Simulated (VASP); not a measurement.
Set up this calculation in VASP 6.6.1, as the native input.

| Quantity | Value |
| --- | --- |
| Task | density of states |
| Functional | PBE |
| Potentials or basis | VASP PAW PBE potentials, release 64 (Be, Zn, Te) |
| Cutoff | 520 eV |
| k mesh | 8 × 8 × 8 |
| Occupations | gaussian, width 0.03 eV |
| Spin | no spin polarisation |
| k mesh for the DOS | 12 × 12 × 12 |
| Occupations for the DOS | tetrahedron |
| Further INCAR settings | ALGO = Normal; EDIFF = 1e-06 |

The system is BeZn2Te3.

```
CELL_PARAMETERS angstrom
-2.11857 2.11857 9.08278
2.11857 -2.11857 9.08278
2.11857 2.11857 -9.08278
ATOMIC_POSITIONS crystal
Be 0.00000 0.00000 0.00000
Zn 0.66226 0.66226 0.00000
Zn 0.33774 0.33774 0.00000
Te 0.25000 0.75000 0.50000
Te 0.57371 0.07371 0.50000
Te 0.92629 0.42629 0.50000
```

The cell was built by a generator and needn't be a form met in nature.

The input as run:

POSCAR

```
BeZn2Te3
1.0
   -2.1185700000      2.1185700000      9.0827800000
    2.1185700000     -2.1185700000      9.0827800000
    2.1185700000      2.1185700000     -9.0827800000
Be Zn Te
1 2 3
Direct
    0.0000000000      0.0000000000      0.0000000000
    0.6622600000      0.6622600000      0.0000000000
    0.3377400000      0.3377400000      0.0000000000
    0.2500000000      0.7500000000      0.5000000000
    0.5737130000      0.0737130000      0.5000000000
    0.9262870000      0.4262870000      0.5000000000
```

INCAR.step1

```
SYSTEM = BeZn2Te3
PREC = Accurate ; ENCUT = 520
EDIFF = 1E-6 ; ISMEAR = 0
SIGMA = 0.03 ; LREAL = .False.
LASPH = .True. ; NELM = 100
ALGO = Normal ; ISIF = 2
LWAVE = .False. ; LCHARG = .True.
GGA = PE ; KPAR = 4
```

KPOINTS.step1

```
regular mesh
0
Gamma
  8 8 8
  0 0 0
```

INCAR.step2

```
SYSTEM = BeZn2Te3
PREC = Accurate ; ENCUT = 520
EDIFF = 1E-6 ; ISMEAR = -5
SIGMA = 0.03 ; LREAL = .False.
LASPH = .True. ; NELM = 100
ALGO = Normal ; ISIF = 2
LWAVE = .False. ; LCHARG = .False.
GGA = PE ; LORBIT = 11
KPAR = 4 ; NEDOS = 1001
ICHARG = 11
```

KPOINTS.step2

```
regular mesh
0
Gamma
  12 12 12
  0 0 0
```

Potentials or basis: VASP PAW PBE potentials, release 64 (Be, Zn, Te).

Launch:

```bash
$ cat potpaw_PBE.64/Be/POTCAR potpaw_PBE.64/Zn/POTCAR potpaw_PBE.64/Te/POTCAR > POTCAR
$ cp INCAR.step1 INCAR
$ cp KPOINTS.step1 KPOINTS
$ mpirun -np 4 vasp_std > vasp.out
$ cp INCAR.step2 INCAR
$ cp KPOINTS.step2 KPOINTS
$ mpirun -np 4 vasp_std > vasp.out
```

It gave:

| Property | Result |
| --- | --- |
| Valence electrons inside the program's atomic spheres | Be 0.85; Zn 10.73; Te 3.44, 3.45 |

It took 7.4 min on 4 MPI ranks on Intel(R) Xeon(R) 6975P-C (Granite Rapids), with other jobs on the host, peak memory 1.2 GiB a rank.
